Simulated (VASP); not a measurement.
Input for VASP

File KPOINTS:
```
Automatic mesh
0
Gamma
8 8 8
0 0 0
```

**POSCAR**
```
NaI
1
   -0.0000000000     3.0503259028     3.0503259028
    3.0503259028    -0.0000000000     3.0503259028
    3.0503259028     3.0503259028     0.0000000000
Na I
1 1
Direct
  0.0000000000   1.0000000000   1.0000000000
  0.5000000000   0.5000000000   0.5000000000
```

**INCAR**
```
ALGO = Normal
EDIFF = 1E-6
EDIFFG = -0.02
ENCUT = 500
GGA = PE
IBRION = 2
ISIF = 3
ISMEAR = 0
LASPH = .TRUE.
LCHARG = .FALSE.
LMAXMIX = 4
LREAL = .FALSE.
LWAVE = .FALSE.
NELM = 100
NSW = 40
PREC = Accurate
PSTRESS = 50
SIGMA = 0.05
SYSTEM = NaI
```

POTCAR, in this order: Na_pv I (PBE.64 set). Program: vasp_std.

Problem. Write an equivalent input for Ansatz.

Solution. One equivalent input (not run):
Ansatz 0.2 input:
```yaml
crystal:
  lattice:
    - [0.0000000, 3.0503259, 3.0503259]
    - [3.0503259, 0.0000000, 3.0503259]
    - [3.0503259, 3.0503259, 0.0000000]
  atoms:
    - { symbol: Na, position: [0.0000000, 1.0000000, 1.0000000] }
    - { symbol: I, position: [0.5000000, 0.5000000, 0.5000000] }
kpoints:
  mp_grid: { grid: [8, 8, 8] }
hamiltonian:
  xc: pbe
  pseudopotentials: { kind: paw }
scf:
  occupations: { method: gaussian, width: 0.05 }
  max_iter: 100
relax:
  max_steps: 40
  f_tol: 0.02
  cell: { p_target: 5 }
output: { forces: true, stress: true, eigenvalues: true }
```
Limits of the translation: each code has its own PAW files, so the cut-off isn't converted (ENCUT is set for VASP's; basis.ecutwfc is left out, and Ansatz then takes the one that its files recommend); Ansatz stops its SCF on the density residual and VASP on the energy change (EDIFF).

The compound is NaI in the rock salt structure. It was relaxed first under an external pressure of 5 GPa.
